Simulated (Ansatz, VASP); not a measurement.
# Ga2SbP in two plane-wave programs, part 2 of 2

Aim: how closely do two programs agree when they are given the same cell, functional and k mesh? The cell is invented: As first built, before any earlier steps moved the atoms (in the runner's words): it takes the GaP structure with some of its atoms replaced by other elements, volume scaled by an estimate. It may not be a known or stable phase. The cell is taken from a series of VASP runs on this material, whose earlier steps may have relaxed, scaled or displaced it; both programs get it as it stands.

VASP 6.6.1 and Ansatz 0.2.0.

So far: The starting structure; Ansatz: relaxation of cell and atoms, r2SCAN; VASP: relaxation of cell and atoms, r2SCAN.

## (3) VASP: relaxation of cell and atoms, r2SCAN (continued)

Level of this step: r2SCAN; plane waves and PAW (Sb, Ga_d, P); invented cell (VASP).

Numbers of over 12 decimals in the logs are rounded to 6 here.

Parts of OUTCAR (step 3):

```text
ion  position               nearest neighbor table
   1  0.501  0.499  0.500-   2 2.60   3 2.60   2 2.60   3 2.60
   2  0.001  0.501  0.777-   4 2.42   4 2.42   1 2.60   1 2.60
   3  0.499  0.999  0.223-   4 2.42   4 2.42   1 2.60   1 2.60
   4  1.000  0.000  0.000-   2 2.42   3 2.42   2 2.42   3 2.42

  LATTYP: Found a base centered monoclinic cell.
 ALAT       =     5.8076587400
 B/A-ratio  =     0.9999153704
 C/A-ratio  =     0.9914941238
 COS(beta)  =    -0.0002311914

 Subroutine GETGRP returns: Found  2 space group operations
 (whereof  2 operations were pure point group operations)

The static configuration has the point symmetry C_2 .

 Found     33 irreducible k-points:

   k-points           NKPTS =     33   k-points in BZ     NKDIM =     33   number of bands    NBANDS=     24

   dimension x,y,z NGX =    28 NGY =   28 NGZ =   40
   dimension x,y,z NGXF=    56 NGYF=   56 NGZF=   80

   ENCUT  =  400.0 eV  29.40 Ry    5.42 a.u.   6.70  6.70  9.39*2*pi/ulx,y,z

   NELECT =      36.0000    total number of electrons

 k-points in reciprocal lattice and weights: Automatic mesh
   0.00000000  0.00000000  0.00000000       0.010
   0.20000000 -0.00000000 -0.00000000       0.040
   0.40000000  0.00000000 -0.00000000       0.040
   0.20000000  0.20000000  0.00000000       0.020
   0.40000000  0.20000000 -0.00000000       0.040
  -0.40000000  0.20000000  0.00000000       0.040
  -0.20000000  0.20000000  0.00000000       0.020
   0.40000000  0.40000000 -0.00000000       0.020
  -0.40000000  0.40000000  0.00000000       0.020
[...]
0.40000000  0.40000000  0.50000000       0.020
  -0.40000000  0.40000000  0.50000000       0.020

 average (electrostatic) potential at core
       1 -92.3117       2 -70.3632       3 -70.3632       4 -86.8409

 E-fermi :   5.0965

 k-point     1 :       0.0000    0.0000    0.0000
  band No.  band energies     occupation
    ...
     14       1.6817      2.00000
     15       1.6818      2.00000
     16       4.6161      2.00000
     17       4.8492      2.00000
     18       4.8492      2.00000
     19       5.3308      0.00000
     20       6.0147      0.00000
     21       6.9461      0.00000
     22       8.2331      0.00000
     23       8.2332      0.00000
    ...

 k-point     2 :       0.2000   -0.0000   -0.0000
  band No.  band energies     occupation
    ...
     14       0.7633      2.00000
     15       1.9190      2.00000
     16       2.5138      2.00000
     17       3.6679      2.00000
     18       4.6970      2.00000
     19       6.0705      0.00000
     20       7.3337      0.00000
     21       8.0805      0.00000
     22       8.5397      0.00000
     23       8.6318      0.00000
    ...

 k-point     3 :       0.4000    0.0000   -0.0000
  band No.  band energies     occupation
    ...
     14      -0.1173      2.00000
     15       0.8449      2.00000
     16       1.9701      2.00000
     17       2.4488      2.00000
     18       4.2554      2.00000
     19       6.6148      0.00000
     20       8.0821      0.00000
     21       9.4733      0.00000
     22       9.4785      0.00000
     23       9.8153      0.00000
    ...

  Total        0.0098542      0.0102057      0.0247956      0.0000000      0.0000000     -0.0078410
  in kB        0.1627823      0.1685879      0.4095990      0.0000000      0.0000000     -0.1295252
  external PRESSURE =       0.2469898 kB  Pullay stress =       0.0000000 kB

  energy-cutoff  :      400.00
  volume of cell :       96.99
      direct lattice vectors                 reciprocal lattice vectors
     2.896095980 -2.896050805  0.000923614     0.172646217 -0.172648905 -0.000014744
     2.896095980  2.896050805  0.000923614     0.172646217  0.172648905 -0.000014744
     0.000493775  0.000000000  5.781981000    -0.000055157  0.000000000  0.172951109

 POSITION                                       TOTAL-FORCE (eV/Angst)
 -----------------------------------------------------------------------------------
      2.89634     -0.00684      2.89191        -0.000000      0.001919     -0.000000
      1.45315      1.44538      4.48838        -0.004392      0.002462      0.005166
      4.33953      1.44538      1.29545         0.004392      0.002462     -0.005166
      2.89610     -2.89495      0.00092         0.000000     -0.006842      0.000000
 -----------------------------------------------------------------------------------
    total drift:                                0.000000     -0.005612     -0.000000

  FREE ENERGIE OF THE ION-ELECTRON SYSTEM (eV)
  ---------------------------------------------------
  free  energy   TOTEN  =       -58.7070855618 eV

  energy  without entropy=      -58.7070855618  energy(sigma->0) =      -58.70708556

 reached required accuracy - stopping structural energy minimisation

 total charge
# of ion       s       p       d       tot
------------------------------------------
    1        1.097   1.426   0.031   2.553
    2        0.848   0.798   9.988  11.633
    3        0.848   0.798   9.988  11.633
    4        1.016   1.477   0.000   2.493
--------------------------------------------------
tot          3.809   4.498  20.006  28.313

[... 3 further parts left out ...]
```

CONTCAR:

```
Ga2SbP
   1.00000000000000
     2.8960959798252790   -2.8960508050591440    0.0009236138062223
     2.8960959798252790    2.8960508050591440    0.0009236138062223
     0.0004937753096991    0.0000000000000000    5.7819809995793436
  Sb              Ga              P
     1     2     1
Direct
     0.5011804053379827    0.4988195946620174    0.5000000000000000
     0.0012711293417274    0.5003588439948129    0.7761899576366951
     0.4996411560051872    0.9987288706582725    0.2238100423633050
     0.9998096703151090    0.0001903296848909    0.0000000000000000
```

The gap is read on the k-mesh alone, so it is an upper bound where the band edges lie off the mesh. The PAW data sets were made with PBE, which is usual practice but a small mismatch for other functionals. The run keeps the 2 symmetry operations of its start, so it cannot find a distortion of lower symmetry.

## (4) Side by side

Known differences besides the potentials themselves: VASP keeps PBE cores, Ansatz makes them for the functional; both relaxations stop at a tolerance, which leaves soft axes loose, and VASP keeps its plane-wave basis; the data sets hold 46 valence electrons in Ansatz (default PAW (the set named soft_2) files) and 36 in VASP; the cutoff is 500 eV in Ansatz and 400 eV in VASP; Ansatz adds a Pulay correction to the stress that steers its cell, VASP none. Total energies have different zeros and are not compared.

Compared:

```csv
quantity,Ansatz,VASP,difference
volume (Å³),97.21,96.99,+0.23 %
"edge a after relaxation, in the typed setting (Å)",4.097,4.096,+0.04 %
"edge c after relaxation, in the typed setting (Å)",5.791,5.782,+0.15 %
```

The walks stopped with -0.01 GPa left in Ansatz and 0.02 GPa in VASP; each walk ends within a tolerance, so the volume difference is uncertain by about these residues over the bulk modulus, most in soft cells. Found at a tolerance of 0.01 Å, the end structures differ in symmetry: P-4m2 in Ansatz, C2 in VASP; the atoms lie within 0.05 Å of each other, which can come from where the walks stopped or from unlike electronic states.

## (5) Results

| Property | Result |
| --- | --- |
| difference in volume (relaxation of cell and atoms, r2SCAN) | 0.23 % |

In words: The difference in volume is 0.23 % (relaxation of cell and atoms, r2SCAN), within the 1.2 % picked in this series as the mark of a large difference, as far as the stopping tolerances let one tell. How closely two codes agree says nothing of how well the functional describes the real material.

[Lines on the potential files, build, host, timing and source positions are cut from VASP's logs without a mark.]

[Logs are printed without paths, hosts, clocks, repeated set-up lines and the standing remarks that a program may print on its own settings, such as how far it seeks lower states.]

[Hosts, paths, dates, database ids (printed as entryN), source tags and the programs' standing remarks are cut or masked in the printed files.]
